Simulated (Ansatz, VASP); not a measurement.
**One calculation of Si3As, two programs**

```xyz
4
Lattice="-2.5784 2.5784 2.5784 2.5784 -2.5784 2.5784 2.5784 2.5784 -2.5784" Properties=species:S:1:pos:R:3 pbc="T T T"
Si    2.5784    0.0000    0.0000
Si    0.0000    2.5784    0.0000
Si    0.0000    0.0000    2.5784
As    0.0000    0.0000    0.0000
```

Alike in both runs: functional PBE; k mesh 12 × 12 × 12; occupations gaussian, width 0.1 eV; no spin polarisation.

Ansatz relaxed the structure, and its values are those at the end. VASP's run is a single point on that final structure, the one shown.

|  | VASP | Ansatz |
| --- | --- | --- |
| version | VASP 6.6.1 | Ansatz 0.2.0 |
| potentials or method | VASP PAW PBE potentials, release 64 (Si, As) | scalar-relativistic, plane waves, PAW |
| plane-wave cutoff (eV) | 520 | 420 |
| valence electrons in the cell | 17 | 27 |

VASP gave:

* gap on the k mesh at the Fermi level (eV): none
* pressure (GPa): 0.1

Question: Which values does Ansatz return?

Answer: gap on the k mesh at the Fermi level (eV): none; pressure (GPa): 0.0.

A gap of «none» marks a metal or a gap that the smearing closes. The two sets of potentials don't hold the same shells in valence.
